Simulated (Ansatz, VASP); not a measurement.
# PbO in two plane-wave programs, part 2 of 3

Aim: how closely do two programs agree when they are given the same cell, functional and k mesh? The cell is taken from a series of VASP runs on this material, whose earlier steps may have relaxed, scaled or displaced it; both programs get it as it stands. Valence electrons are named where the data sets of a main pair hold unlike numbers.

VASP 6.6.1 and Ansatz 0.2.0.

So far. Step 2 (VASP: band structure, HSE06): The k-mesh is coarse for exact exchange; levels may shift by about 0.1 eV on a finer one. The PAW data sets were made with PBE, which is usual practice but a small mismatch for other functionals.

### Step 3. Ansatz: band structure, HSE06

Level of this step: Ansatz beside VASP: Kohn-Sham DFT, plane waves, HSE06 (Ansatz).

Ansatz runs on its default PAW (the set named soft_2) files.

The same cell, functional, mesh and smearing now go to Ansatz, which takes its cutoff from its data sets.

input.yaml reads:

```yaml
crystal:
  lattice:
    - [3.96, 0.0, 0.0]
    - [0.0, 3.96, 0.0]
    - [0.0, 0.0, 5.07]
  atoms:
    - { symbol: Pb, position: [0.5, 0.0, 0.761486] }
    - { symbol: Pb, position: [0.0, 0.5, 0.238514] }
    - { symbol: O, position: [0.5, 0.5, 0.0] }
    - { symbol: O, position: [0.0, 0.0, 0.0] }
hamiltonian:
  xc: { exchange: pbe, correlation: pbe, exx: { coeff: 0.25, omega: 0.2 } }
  pseudopotentials: { kind: paw }
kpoints:
  mp_grid: { grid: [4, 4, 3] }
  band_path:
    path:
      - [0.0, 0.0, 0.0]
      - [0.0, 0.44444, 0.0]
      - [0.33333, 0.5, 0.0]
      - [0.5, 0.5, 0.0]
      - [0.27778, 0.27778, 0.0]
      - [0.0, 0.0, 0.11111]
      - [0.0, 0.0, 0.5]
      - [0.0, 0.44444, 0.5]
      - [0.33333, 0.5, 0.5]
      - [0.27778, 0.27778, 0.5]
      - [0.0, 0.5, 0.11111]
      - [0.5, 0.5, 0.0]
      - [0.5, 0.5, 0.5]
    npoints: 1
scf:
  occupations: { method: gaussian, width: 0.03 }
  n_extra_bands: 8
output:
  forces: true
  stress: true
  eigenvalues: true
```

Command:

```bash
$ ansatz run input.yaml --threads 4 --pin off --max-ram 9216MiB --backend cpu --events-out ev --progress --plain --runs-dir out
```

Numbers of over 12 decimals in the logs are rounded to 6 here.

The log of the run:

```text
Warning: output.stress: scf.convergence.dr2_threshold = 1e-7 eV (the SCF's general default) is looser than the 4e-10 eV advised for a printed stress (1e-10 eV for each atom of the cell: 4). What an SCF threshold leaves in a stress goes as its square root, and in the free energy as the threshold itself, and one threshold admits the most on a small cell: [figures from the program's tests cut] Set scf.convergence.dr2_threshold to 4e-10 eV or tighter. The threshold is an SCF's pass mark: one that does not reach it within its budget of iterations ends unconverged, or closes short of it on a stop that the run arms, and scf.convergence.dr2_threshold's page says what that costs each kind of run
Warning: output.stress: scf.exx.energy_threshold = 1e-6 eV is looser than the 4e-8 eV advised for a stress under a hybrid functional (1e-8 eV for each atom of the cell: 4). Every SCF of the exchange loop can meet its threshold on dr2 while the loop round them stops early: no threshold on dr2 bounds what that leaves in the stress. Set scf.exx.energy_threshold to 4e-8 eV or tighter. The threshold is the loop's pass mark: a loop that does not reach it within its budget of cycles ends unconverged, and scf.exx.energy_threshold's page has the law
scf.n_extra_bands = 8 over 20 filled bands (N_el = 40.0): the run solves 28 bands
Engine: ansatz 0.2.0, aarch64-unknown-linux-gnu
Pseudopotentials: kind: paw
Pseudopotential: Pb, paw, valence charge 14, recommended cutoff 420 eV (normal), Pb.paw.azcp
Pseudopotential: O, paw, valence charge 6, recommended cutoff 420 eV (normal), O.paw.azcp
Functional definition: unnamed
  parameter a_1 = 0.25
  parameter omega_1 = 0.2/angstrom
  exchange = pbe_x + (-a_1)*pbe_x_sr(omega_1) + a_1*exact_x_sr(omega_1)
  correlation = pbe_c
Crystal: 4 atoms, lattice volume = 79.506 Å³
Basis set: ecut = 420 eV, 1577 PW (Γ), exchange–correlation on 54×54×72 points (8 copies of the dense FFT grid, shifted against one another)
Bands: 28, of which v1, the nominal top of the filled ones, is band 20 counted from 1 (19 counted from 0)
Symmetry: 16 space group operations
Space group: P4/nmm (ITA 129), of the structure as read, at distance tolerance 4.3e-5 Å
k-points: 12 of 48
Non-local potential: Pb, projectors of the file, l = 0: 2, l = 1: 2, l = 2: 2, l = 3: 2
Non-local potential: O, projectors of the file, l = 0: 2, l = 1: 2, l = 2: 1
PAW form: soft (Blöchl's): semilocal exchange-correlation on the pseudo side does not see the compensation charge
PAW frozen core: Pb, regenerated for the run's functional, and the local potential with it (the file was generated under x = pbe(κ = 0.804, μ = 0.219515), c = pbe(β = 0.066725))
PAW frozen core: O, regenerated for the run's functional, and the local potential with it (the file was generated under x = pbe(κ = 0.804, μ = 0.219515), c = pbe(β = 0.066725))
PAW one-centre angular grid: Pb, 590 points (default); XC on 64 Gauss nodes
PAW one-centre angular grid: O, 110 points (default); XC on 96 Gauss nodes
Initial density: superposition of atomic densities (neutral atoms: chi_scale 0, normalization atom), corrected by the library's trained network
Initial wavefunctions: pseudopotential atomic-orbital guess
Functional: x = pbe(κ = 0.804, μ = 0.219515), c = pbe(β = 0.066725), warm-up for x = pbe(κ = 0.804, μ = 0.219515) + 0.25 (exact − pbe) at short range (hse, ω = 0.2 Å⁻¹), c = pbe(β = 0.066725)
SCF iter   1: F=—  HF=-24947.053965 eV  |F-HF|=—  |Δ(HF+E_count)|=         —  Δρ=1.60e-3  dr2=1.46e-3  ethr=1.77e-3  ⟨swp⟩=12.5  Hψ=1599  notcnv=0
preconditioner: auto → none  [insulator: Δε(μ)=1.118 eV  Ē_g=17.433 eV  σ=0.030 eV  W_gap=1.00  n_scr=18 (ndim 8)  ℏωp=26.3 eV  f_vac=0.037  D(μ)=0.00/eV (n_scr^D=0)]
SCF iter   2: F=—  HF=-24947.054636 eV  |F-HF|=—  |Δ(HF+E_count)|=   6.71e-4  Δρ=7.68e-4  dr2=1.48e-4  ethr=3.65e-6  ⟨swp⟩=4.8  Hψ=1068  notcnv=0
SCF iter   3: F=-24947.054787 eV  HF=-24947.054766 eV  |F-HF|=2.14e-5  |Δ(HF+E_count)|=   1.30e-4  Δρ=3.71e-4  dr2=5.99e-5  ethr=3.70e-7  ⟨swp⟩=3.0  Hψ=656  notcnv=0
SCF 1 stopped early in 3 iterations: F = -24947.054787 eV  dr2 = 5.99e-5
  greatest PAW one-centre occupation: 0.983 electrons in one spin orbital (limit 2), on the Pb atom at site 1 (counted from 0), in its partial waves of l = 2
Initial density: handed on by an earlier stage of this run
Initial wavefunctions: those handed on with the density
Functional: x = pbe(κ = 0.804, μ = 0.219515) + 0.25 (exact − pbe) at short range (hse, ω = 0.2 Å⁻¹), c = pbe(β = 0.066725)
Exchange kernel: α = 0.2500, screened, ω = 0.2000 Å⁻¹, Wigner–Seitz truncation, v(0) = 1110.4085 eV·Å³, q-mesh 4×4×3, nearest image of the exchange supercell L = 15.21 Å, pair-density grid 24×24×24, without the augmentation charges, whose exchange is taken in its separable form by FFT convolution over the k-point mesh (sized by the pseudopotential files, 27×27×36 at the most), smooth part of the exact exchange by density-matrix convolution
Frozen-core exchange: fock
SCF iter   1: F=—  HF=-24953.595166 eV  |F-HF|=—  |Δ(HF+E_count)|=         —  Δρ=9.48e-3  dr2=8.84e-2  ethr=1.50e-6  ⟨swp⟩=6.8  Hψ=1667  notcnv=0
preconditioner: auto → none  [insulator: Δε(μ)=1.876 eV  Ē_g=19.694 eV  σ=0.030 eV  W_gap=1.00  n_scr=18 (ndim 8)  ℏωp=26.3 eV  f_vac=0.037  D(μ)=0.00/eV (n_scr^D=0)]
[...]
iter 7 solved again at ethr=3.08e-9 eV; its pass at ethr=1.13e-7 eV (dr2=1.23e-6 eV) is discarded
SCF iter   7: F=-24953.585959 eV  HF=-24953.585960 eV  |F-HF|=4.63e-7  |Δ(HF+E_count)|=   7.90e-6  Δρ=3.83e-5  dr2=2.58e-6  ethr=3.08e-9  ⟨swp⟩=4.1  Hψ=1582  notcnv=0
eigensolver tolerance schedule: the retry pair's looser diagonalisation over-reported the residual by 0.35 of it (diagonalisation noise at 0.37 of the residual, at the tolerance the schedule requests for it); recorded, not acted on — ethr = c·dr2/N_el stays at c = 1.0e-1
SCF 2 stopped early in 7 iterations: F = -24953.585959 eV  dr2 = 2.58e-6
  Residual-converged pass: ⟨swp⟩=3.3  Hψ=778  notcnv=0  max |occ|·‖R‖ = 6.7e-6 eV (tolerance 6.7e-6 eV)  dr2=2.56e-6  dr2_onsite=1.44e-7  max |Δocc| = 0.0e0
hybrid outer 1: dexx = +1.713e-2 eV, tail = 3.69e-5 eV
Exchange kernel: α = 0.2500, screened, ω = 0.2000 Å⁻¹, Wigner–Seitz truncation, v(0) = 1110.4085 eV·Å³, q-mesh 4×4×3, nearest image of the exchange supercell L = 15.21 Å, pair-density grid 24×24×24, without the augmentation charges, whose exchange is taken in its separable form by FFT convolution over the k-point mesh (sized by the pseudopotential files, 27×27×36 at the most), smooth part of the exact exchange by density-matrix convolution
Frozen-core exchange: fock
SCF iter   1: F=—  HF=-24953.585685 eV  |F-HF|=—  |Δ(HF+E_count)|=         —  Δρ=1.07e-4  dr2=1.09e-5  ethr=4.61e-7  ⟨swp⟩=2.6  Hψ=679  notcnv=0
preconditioner: auto → none  [insulator: Δε(μ)=1.781 eV  Ē_g=19.636 eV  σ=0.030 eV  W_gap=1.00  n_scr=18 (ndim 8)  ℏωp=26.3 eV  f_vac=0.042  D(μ)=0.00/eV (n_scr^D=0)]
SCF iter   2: F=—  HF=-24953.585684 eV  |F-HF|=—  |Δ(HF+E_count)|=   1.32e-6  Δρ=1.82e-5  dr2=1.78e-7  ethr=2.48e-8  ⟨swp⟩=3.8  Hψ=766  notcnv=0
SCF iter   3: F=—  HF=-24953.585685 eV  |F-HF|=—  |Δ(HF+E_count)|=   5.78e-7  Δρ=1.03e-5  dr2=5.83e-8  ethr=1.91e-10  ⟨swp⟩=4.0  Hψ=1150  notcnv=0
SCF iter   4: F=—  HF=-24953.585685 eV  |F-HF|=—  |Δ(HF+E_count)|=   2.07e-9  Δρ=3.55e-6  dr2=4.16e-9  ethr=1.18e-10  ⟨swp⟩=2.0  Hψ=578  notcnv=0
SCF iter   5: F=-24953.585685 eV  HF=-24953.585685 eV  |F-HF|=1.12e-9  |Δ(HF+E_count)|=   1.28e-8  Δρ=1.13e-6  dr2=1.32e-9  ethr=7.37e-12  ⟨swp⟩=4.2  Hψ=886  notcnv=0
SCF 3 converged in 5 iterations: F = -24953.585685 eV  dr2 = 1.32e-9
  Residual-converged pass: ⟨swp⟩=3.2  Hψ=752  notcnv=0  max |occ|·‖R‖ = 6.0e-7 eV (tolerance 6.3e-7 eV)  dr2=1.32e-9  dr2_onsite=1.41e-10  max |Δocc| = 0.0e0
hybrid outer 2: dexx = +5.201e-7 eV, tail = 1.29e-8 eV, Δε = 3.16e-3 eV (about 7.30e-5 eV left of the loop's levels), ΔF = 2.66e-2 eV/Å (tail 2.63e-3)
Exchange kernel: α = 0.2500, screened, ω = 0.2000 Å⁻¹, Wigner–Seitz truncation, v(0) = 1110.4085 eV·Å³, q-mesh 4×4×3, nearest image of the exchange supercell L = 15.21 Å, pair-density grid 24×24×24, without the augmentation charges, whose exchange is taken in its separable form by FFT convolution over the k-point mesh (sized by the pseudopotential files, 27×27×36 at the most), smooth part of the exact exchange by density-matrix convolution
Frozen-core exchange: fock
SCF iter   1: F=—  HF=-24953.585685 eV  |F-HF|=—  |Δ(HF+E_count)|=         —  Δρ=2.11e-6  dr2=3.77e-9  ethr=1.61e-10  ⟨swp⟩=4.7  Hψ=806  notcnv=0
preconditioner: auto → none  [insulator: Δε(μ)=1.782 eV  Ē_g=19.637 eV  σ=0.030 eV  W_gap=1.00  n_scr=18 (ndim 8)  ℏωp=26.3 eV  f_vac=0.042  D(μ)=0.00/eV (n_scr^D=0)]
SCF iter   2: F=-24953.585685 eV  HF=-24953.585685 eV  |F-HF|=1.82e-11  |Δ(HF+E_count)|=  6.62e-10  Δρ=3.12e-7  dr2=9.77e-11  ethr=8.78e-12  ⟨swp⟩=3.0  Hψ=671  notcnv=0
SCF 4 converged in 2 iterations: F = -24953.585685 eV  dr2 = 9.77e-11
  Residual-converged pass: ⟨swp⟩=4.0  Hψ=881  notcnv=0  max |occ|·‖R‖ = 3.1e-7 eV (tolerance 3.3e-7 eV)  dr2=8.67e-11  dr2_onsite=4.65e-12  max |Δocc| = 0.0e0
hybrid outer 3: dexx = +2.219e-10 eV, tail = 2.12e-10 eV, Δε = 3.49e-5 eV (about 6.54e-6 eV left of the loop's levels), ΔF = 1.24e-4 eV/Å (tail 3.58e-4)
NSCF: frozen V_eff on 13 k-points
hybrid SCF converged: 3 outer / 14 inner (+3 warm-up), last move |dexx| = 2.22e-10 eV, tail = 2.12e-10 eV
Stability not checked: this state was not tested for a lower state beside it, because the functional holds exact exchange (a hybrid, or Hartree-Fock), whose exchange loop this test does not read (fock_operator; see scf.lower_state_search)
Free energy (F): -24953.585685 eV
Frozen-core exchange: fock
Harris-Foulkes:  -24953.585685 eV  (|F-HF|=1.82e-11)
Internal energy: -24953.585685 eV  (E = F + TS)
E sigma→0 (E₀):  -24953.585685 eV
Fermi energy:    8.965725 eV
--- Per-component energies (eV) ---
  E_band       = -171.992086
  E_kinetic    = 929.209906
  E_local      = -3118.969484  (includes V_loc(G=0)·N_el)
  E_nonlocal   = 796.166028
  E_hartree    = 1247.916802
  E_xc         = -468.260009
  E_vxc        = -359.961759  (∫ρ·V_xc dr)
  E_exx        = -101.996541  (= α·E_x^exact, valence–valence)
  E_paw        = -21157.572470  (= ΣΔE_a)
  E_vpaw       = -710.282243  (= ΣTr[D̂ρ^β])
  E_aug_tail   = 0.004793  (compensation charges beyond the density's cutoff)
  E_ewald      = -3080.695928
  E_core_change = 0.611217  (= ΣΔE_core)
  E_smearing   = -0.000000  (= −TS)
  E_closure    = 0.000002  (closes the sum)
  Σ components = -24953.585685   (vs F -24953.585685, Δ=0.00e0)
--- Forces (eV/Å), atoms counted from 1 ---
  atom   1  Pb     0.00000000     0.00000000     0.57972238
  atom   2  Pb     0.00000000     0.00000000    -0.57972238
  atom   3  O      0.00000000     0.00000000     0.00000000
  atom   4  O      0.00000000     0.00000000    -0.00000000
  max |Σ_I F_I| component: 1.67e-16 eV/Å
--- Stress (GPa, compression-positive) ---
        0.284391       0.000000       0.000000
        0.000000       0.284391       0.000000
        0.000000       0.000000      -0.727817
  P = ⅓ Tr σ = -0.0530 GPa (-0.530 kbar)
--- Band table (eV; the first three rows and the last of 12) ---
  k-point 0: bands = [... 16 lower, 5.8114, 5.9344, 5.9344, 8.0749, 11.3352, 14.5347, 14.6117, 14.6117, ... 4 higher]
  k-point 1: bands = [... 16 lower, 5.7823, 5.9180, 5.9180, 7.1661, 11.0018, 13.1652, 13.1652, 13.6178, ... 4 higher]
  k-point 2: bands = [... 16 lower, 5.0259, 5.4898, 5.6121, 7.7306, 12.4320, 12.5226, 14.5389, 14.9795, ... 4 higher]
  k-point 11: bands = [... 16 lower, 5.6632, 5.6632, 6.5968, 6.5968, 11.2690, 11.2690, 14.7601, 14.7601, ... 4 higher]
```

Run time: 38 s. Hardware: 4 threads of Arm Neoverse V2, shared host; peak memory 1.1 GiB; 2.3 min of CPU time.

The column dr2 measures how far the density is from self-consistency, as an energy; F and HF (Harris–Foulkes) agree once it is small.

### Step 4. Side by side

Known differences besides the potentials themselves: exact exchange at q = 0 is treated differently, which shows on coarse meshes; VASP keeps PBE cores, Ansatz makes them for the functional; the cutoff is 420 eV in Ansatz and 460 eV in VASP; VASP takes a coarser grid for exact exchange (PRECFOCK = Fast). Total energies have different zeros and are not compared.

Both answers:

```csv
quantity,Ansatz,VASP,difference
gap over the path points (eV),1.782,1.788,-0.006
```

Forces (eV/Å; atoms numbered as in POSCAR):

```csv
atom,"Ansatz x, y, z","VASP x, y, z"
Pb1,"0.000, 0.000, 0.580","0.000, 0.000, 0.520"
Pb2,"0.000, 0.000, -0.580","0.000, 0.000, -0.520"
O3,"0.000, 0.000, 0.000","0.000, 0.000, 0.000"
O4,"0.000, 0.000, 0.000","0.000, 0.000, 0.000"
```

Levels at points of the path, from each program's valence-band top (eV; 4 filled, then empty):

```csv
k (reciprocal lattice),Ansatz,VASP
0.000 0.000 0.000,-2.26 -2.14 -2.14 0.00 3.26 6.46 6.54,-2.27 -2.14 -2.14 0.00 3.24 6.45 6.55
0.000 0.444 0.000,-3.61 -3.36 -2.35 -1.64 4.07 4.29 7.46,-3.61 -3.36 -2.34 -1.63 4.07 4.29 7.45
0.333 0.500 0.000,-2.24 -2.24 -1.73 -1.73 2.53 2.53 6.18,-2.23 -2.23 -1.72 -1.72 2.54 2.54 6.18
0.500 0.500 0.000,-1.96 -1.96 -1.48 -1.48 1.78 1.78 6.06,-1.95 -1.95 -1.48 -1.48 1.79 1.79 6.06
0.278 0.278 0.000,-3.25 -3.25 -1.68 -0.85 3.42 3.92 5.70,-3.26 -3.25 -1.68 -0.85 3.43 3.91 5.70
0.000 0.000 0.111,-2.27 -2.14 -2.14 -0.10 3.16 6.13 6.13,-2.27 -2.14 -2.14 -0.10 3.14 6.13 6.13
0.000 0.000 0.500,-2.30 -2.16 -2.16 -1.40 2.95 4.82 4.82,-2.30 -2.16 -2.16 -1.40 2.92 4.83 4.83
0.000 0.444 0.500,-3.80 -3.35 -1.34 -1.32 3.49 4.10 6.85,-3.80 -3.35 -1.33 -1.31 3.49 4.09 6.86
0.333 0.500 0.500,-2.14 -2.14 -1.82 -1.82 4.26 4.26 5.21,-2.13 -2.13 -1.82 -1.82 4.27 4.27 5.21
0.278 0.278 0.500,-3.09 -1.99 -1.68 -1.51 3.38 4.36 4.90,-3.10 -1.98 -1.68 -1.50 3.38 4.37 4.89
```

The forces differ by 24 meV/Å r.m.s., which is 11.5 % of the r.m.s. force of 0.212 eV/Å (both taken over all components). Among the levels compared at these points, filled levels agree within 10 meV and empty ones within 27 meV.

### Step 5. Further runs

Further runs change the set-up of one program: Ansatz's method, potentials or start, or VASP's data sets, cutoff or form of LDA. The table gives Ansatz less VASP for each quantity, since a change that brings one quantity closer may part another.

```csv
run,r.m.s. force difference (meV/Å),gap over the path points (eV)
as above,24,-0.0062
cores kept as stored,23,-0.0056
Ansatz's larger PAW set (cutoff 900 eV),19,-0.0013
norm-conserving potentials (cutoff 1240 eV),87,-0.018
```

### Step 6. VASP: band structure, PBE0

Levels along a path test the potential and the projectors away from the mesh points.

The run reads the wave functions of an earlier VASP run, which isn't shown here.

INCAR reads:

```
SYSTEM = PbO
PREC = Accurate
ENCUT = 460
EDIFF = 1E-06
NELM = 100
ISMEAR = 0
SIGMA = 0.03
LREAL = .FALSE.
ALGO = Normal
LHFCALC = .TRUE.
AEXX = 0.25
GGA = PE
LASPH = .TRUE.
NBANDS = 26
PRECFOCK = Fast
HFRCUT = -1
LORBIT = 11
LWAVE = .FALSE.
LCHARG = .FALSE.
KPAR = 4
```

POSCAR reads:

```
PbO
1.0
    3.9600000000      0.0000000000      0.0000000000
    0.0000000000      3.9600000000      0.0000000000
    0.0000000000      0.0000000000      5.0700000000
Pb O
2 2
Direct
    0.5000000000      0.0000000000      0.7614860000
    0.0000000000      0.5000000000      0.2385140000
    0.5000000000      0.5000000000      0.0000000000
    0.0000000000      0.0000000000      0.0000000000
```

KPOINTS reads:

```
Automatic mesh
0
Gamma
4 4 3
0 0 0
```

KPOINTS_OPT reads:

```
Line mode
10
Line-mode
Reciprocal
  0.00000000   0.00000000   0.00000000 GAMMA
  0.00000000   0.50000000   0.00000000 X

  0.00000000   0.50000000   0.00000000 X
  0.50000000   0.50000000   0.00000000 M

  0.50000000   0.50000000   0.00000000 M
  0.00000000   0.00000000   0.00000000 GAMMA

  0.00000000   0.00000000   0.00000000 GAMMA
  0.00000000   0.00000000   0.50000000 Z

  0.00000000   0.00000000   0.50000000 Z
  0.00000000   0.50000000   0.50000000 R

  0.00000000   0.50000000   0.50000000 R
  0.50000000   0.50000000   0.50000000 A

  0.50000000   0.50000000   0.50000000 A
  0.00000000   0.00000000   0.50000000 Z

  0.00000000   0.50000000   0.00000000 X
  0.00000000   0.50000000   0.50000000 R

  0.50000000   0.50000000   0.00000000 M
  0.50000000   0.50000000   0.50000000 A
```

The projector-augmented-wave data sets are Pb_d and O (PBE family, release 64).

Command:

```bash
$ mpirun -np 4 vasp_std
```

The log of the run:

```text
[banner, memory and clock lines left out]
running    4 mpi-ranks, on    1 nodes
[...]
LDA part: xc-table for (Slater+PW92), standard interpolation
 found WAVECAR, reading the header
 POSCAR, INCAR and KPOINTS ok, starting setup
[...]
HFRCUT set to (new)   9.694312
 reading WAVECAR
 the WAVECAR file was read successfully
 initial charge from wavefunction
 entering main loop
       N       E                     dE             d eps       ncg     rms          rms(c)
DAV:   1    -0.285973452547E+02   -0.28597E+02   -0.24902E+00   764   0.192E+01    0.176E+00
DAV:   2    -0.285642135159E+02    0.33132E-01   -0.29138E-01   758   0.442E+00    0.891E-01
DAV:   3    -0.285596553549E+02    0.45582E-02   -0.12607E-01   930   0.261E+00    0.573E-01
DAV:   4    -0.285589899493E+02    0.66541E-03   -0.56902E-03   820   0.134E+00    0.337E-01
DAV:   5    -0.285578928766E+02    0.10971E-02   -0.60968E-03   938   0.828E-01    0.133E-01
DAV:   6    -0.285579951470E+02   -0.10227E-03   -0.85430E-04   650   0.214E-01    0.784E-02
[...]
1 F= -.28557931E+02 E0= -.28557931E+02  d E =-.708731E-15
 Start KPOINTS_OPT (optional k-point list driver)
k-point batch [1-12\90]
       N       E                     dE             ncg
DAV:   1     0.246486112775E+04   -0.39705E+04      624
DAV:   2    -0.305794121699E+04   -0.55228E+04      628
DAV:   3    -0.381804673032E+04   -0.76011E+03      778
DAV:   4    -0.387685106231E+04   -0.58804E+02      760
DAV:   5    -0.387866292691E+04   -0.18119E+01      864
DAV:   6    -0.387873100995E+04   -0.68083E-01      912
DAV:   7    -0.387873341331E+04   -0.24034E-02      912
DAV:   8    -0.387873344626E+04   -0.32941E-04      872
DAV:   9    -0.387873344693E+04   -0.67382E-06      632
[...]
k-point batch [85-90\90]
       N       E                     dE             ncg
DAV:   1     0.870245350728E+04   -0.70095E+04      312
DAV:   2     0.599650087121E+04   -0.27060E+04      338
DAV:   3     0.563458320272E+04   -0.36192E+03      364
DAV:   4     0.560765641271E+04   -0.26927E+02      368
DAV:   5     0.560662512142E+04   -0.10313E+01      382
DAV:   6     0.560659117853E+04   -0.33943E-01      418
DAV:   7     0.560658978845E+04   -0.13901E-02      418
DAV:   8     0.560658975704E+04   -0.31410E-04      408
DAV:   9     0.560658975673E+04   -0.30588E-06      258
```

(Part 2 of 3 ends here.)

[Lines on the potential files, build, host, timing and source positions are cut from VASP's logs without a mark.]

[Logs are printed without paths, hosts, clocks, repeated set-up lines and the standing remarks that a program may print on its own settings, such as how far it seeks lower states.]

[Hosts, paths, dates, database ids (printed as entryN), source tags and the programs' standing remarks are cut or masked in the printed files.]
